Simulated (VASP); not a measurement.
OSZICAR of a VASP run on GaAs (zinc blende):

**OSZICAR**
```
       N       E                     dE             d eps       ncg     rms          rms(c)
DAV:   1     0.860337025250E+02    0.86034E+02   -0.90951E+03   536   0.191E+03
DAV:   2     0.283077309775E+01   -0.83203E+02   -0.80068E+02   585   0.328E+02
DAV:   3    -0.348614199830E+01   -0.63169E+01   -0.62934E+01   640   0.759E+01
DAV:   4    -0.359655562690E+01   -0.11041E+00   -0.11039E+00   636   0.112E+01
DAV:   5    -0.359786903430E+01   -0.13134E-02   -0.13134E-02   645   0.985E-01    0.276E+00
DAV:   6    -0.345543779740E+01    0.14243E+00   -0.25833E-01   791   0.917E+00    0.165E+00
DAV:   7    -0.343457259099E+01    0.20865E-01   -0.69583E-02   666   0.205E+00    0.540E-01
DAV:   8    -0.343462758132E+01   -0.54990E-04   -0.93085E-03   585   0.129E+00    0.895E-02
DAV:   9    -0.343490855019E+01   -0.28097E-03   -0.95433E-04   593   0.421E-01    0.511E-02
DAV:  10    -0.343495263911E+01   -0.44089E-04   -0.60522E-05   655   0.909E-02    0.285E-02
DAV:  11    -0.343498703254E+01   -0.34393E-04   -0.45554E-05   555   0.627E-02    0.227E-03
DAV:  12    -0.343498733081E+01   -0.29827E-06   -0.76206E-07   480   0.148E-02
   1 F= -.34349873E+01 E0= -.34349864E+01  d E =-.343499E+01
```

Task: Which electronic solver shows in the log?

Result: It is blocked Davidson (ALGO = Normal, or the opening steps of other solvers). The INCAR had ALGO = Normal.

Task: Can the final energy be trusted as converged?

Result: The calculation finished and met its thresholds. It stopped with EDIFF = 1E-6, NELM = 100, NSW = 60 and EDIFFG = -0.01 after 1 ionic step (optB86b-vdW, plane waves, VASP's PBE PAW potentials (set 64)).

The compound is GaAs in the zinc blende structure. It was relaxed first. The start is the result of an earlier pass.
